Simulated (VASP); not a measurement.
Here is the system:

```
BaTiO3
1.0
    4.03375     0.00000     0.00000
    0.00000     4.03375     0.00000
    0.00000     0.00000     4.03375
Ba Ti O
1 1 3
Direct
  0.00000   0.00000   0.00000
  0.50000   0.50000   0.50000
  0.50000   0.00000   0.50000
  0.00000   0.50000   0.50000
  0.50000   0.50000   0.00000
```

Calculation: PBE GGA, VASP's PBE PAW potentials (set 64) (plane waves; VASP). Numerical set-up: 520 eV cut-off, 6×6×6 Γ-centred mesh, tetrahedra with Blöchl corrections, potentials Ba_sv Ti_sv O.

The cores are frozen, which limits the accuracy of field gradients.

Q: Give the principal components of the electric field gradient (V/Å²) and the asymmetry η at each nucleus.

A: 
```json
[
 {"atom": "Ba1", "Vxx": "0.0", "Vyy": "0.0", "Vzz": "0.0", "η": "-"},
 {"atom": "Ti2", "Vxx": "0.0", "Vyy": "0.0", "Vzz": "0.0", "η": "-"},
 {"atom": "O3", "Vxx": "-13.4", "Vyy": "-13.4", "Vzz": "26.8", "η": "0.00"},
 {"atom": "O4", "Vxx": "-13.4", "Vyy": "-13.4", "Vzz": "26.8", "η": "0.00"},
 {"atom": "O5", "Vxx": "-13.4", "Vyy": "-13.4", "Vzz": "26.8", "η": "0.00"}
]
```

The compound is BaTiO3 in the cubic perovskite structure, the ideal cubic form; the compound distorts at low or room temperature. It was relaxed first.
